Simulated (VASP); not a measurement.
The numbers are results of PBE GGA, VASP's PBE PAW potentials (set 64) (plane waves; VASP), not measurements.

Input for VASP

### KPOINTS
```
Automatic mesh
0
Gamma
6 6 6
0 0 0
```

POSCAR:
```
PbSe
1
    0.0000000000     3.0626980000     3.0626980000
    3.0626980000     0.0000000000     3.0626980000
    3.0626980000     3.0626980000     0.0000000000
Pb Se
1 1
Direct
  0.0000000000   0.0000000000   0.0000000000
  0.5000000000   0.5000000000   0.5000000000
```

INCAR:
```
# general
SYSTEM =PbSe
PREC   =Accurate
ENCUT  =300
LREAL  =.False.
LASPH  =.True.

# electronic loop
EDIFF  =1E-6
NELM   =100
ALGO   =Normal
LMAXMIX=4

# smearing
ISMEAR =0
SIGMA  =0.01

# functional
GGA    =PE

# ions
ISIF   =2

# output
LWAVE  =.False.
LCHARG =.False.
```

POTCAR, in this order: Pb_d Se (PBE.64 set). Program: vasp_std.

### Question
What will the output report for the number of irreducible k-points (NKPTS), largest plane-wave count, number of space-group operations, FFT grid (NGX, NGY, NGZ)?

### Answer

The number of irreducible k-points (NKPTS) is 16, the largest plane-wave count is 700 and the number of space-group operations is 48. The FFT grid (NGX, NGY, NGZ) is 24 × 24 × 24.

The structure comes from a computed database's PbSe entry; how it stands against other phases isn't given here. The cell was not relaxed at this level.
